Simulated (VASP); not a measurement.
Computed with LDA (Ceperley-Alder, Perdew-Zunger), VASP's LDA PAW potentials (set 64) (plane waves; VASP).

Input for VASP

INCAR:
```
IBRION = 2
SYSTEM = Pt3Ti
SIGMA = 0.1   # width (eV)
PREC = Accurate
ALGO = Normal   # blocked Davidson
LWAVE = .FALSE.
LMAXMIX = 6   # l cut-off of mixed one-centre charges
EDIFFG = -0.02   # ionic stop
ISMEAR = 1
ENCUT = 520
LASPH = .TRUE.
LREAL = .FALSE.
ISIF = 3   # ions, shape and volume
NELM = 100
EDIFF = 1E-6
LCHARG = .FALSE.
NSW = 60
```

File KPOINTS:
```
K-points
0
G
7 7 7
0 0 0
```

**POSCAR**
```
Pt3Ti
1
    3.8780198155     0.0000000000     0.0000000000
    0.0000000000     3.8780198155     0.0000000000
   -0.0000000000    -0.0000000000     3.8780198155
Ti Pt
1 3
Direct
  0.0000000000   0.0000000000   0.0000000000
  0.0000000000   0.5000000000   0.5000000000
  0.5000000000   0.0000000000   0.5000000000
  0.5000000000   0.5000000000   0.0000000000
```

POTCAR, in this order: Ti_sv Pt (LDA.64 set). Program: vasp_std.

Unless said otherwise, spin-orbit coupling is left out, though it shifts the bands of the heavy elements here.

**Question.** Predict the energy per atom (σ→0), volume per atom, band gap (on the k-mesh).

**Answer.** 
The energy per atom (σ→0) is -8.655 eV/atom and the band gap (on the k-mesh) is none (metal, semimetal or under 0.01 eV). The volume per atom comes out as 14.56 Å³/atom.

**OSZICAR**
```
...
DAV:   1    -0.346259904022E+02   -0.47819E-02   -0.10606E-01  1056   0.305E+00    0.479E-01
DAV:   2    -0.346225613099E+02    0.34291E-02   -0.17509E-02  1197   0.942E-01    0.354E-01
DAV:   3    -0.346226881702E+02   -0.12686E-03   -0.15725E-02  1528   0.823E-01    0.265E-01
DAV:   4    -0.346216604423E+02    0.10277E-02   -0.52407E-03  1383   0.413E-01    0.679E-02
DAV:   5    -0.346217006896E+02   -0.40247E-04   -0.13641E-04  1264   0.711E-02    0.301E-02
DAV:   6    -0.346217256230E+02   -0.24933E-04   -0.81209E-05  1501   0.323E-02    0.143E-02
DAV:   7    -0.346217262085E+02   -0.58547E-06   -0.37428E-06   927   0.119E-02
   3 F= -.34621726E+02 E0= -.34621322E+02  d E =-.695494E-04
```

The compound is Pt3Ti in the L1_2 structure. This run relaxes it. Symmetry was kept, so distortions that lower it aren't found. The start is the result of an earlier pass.
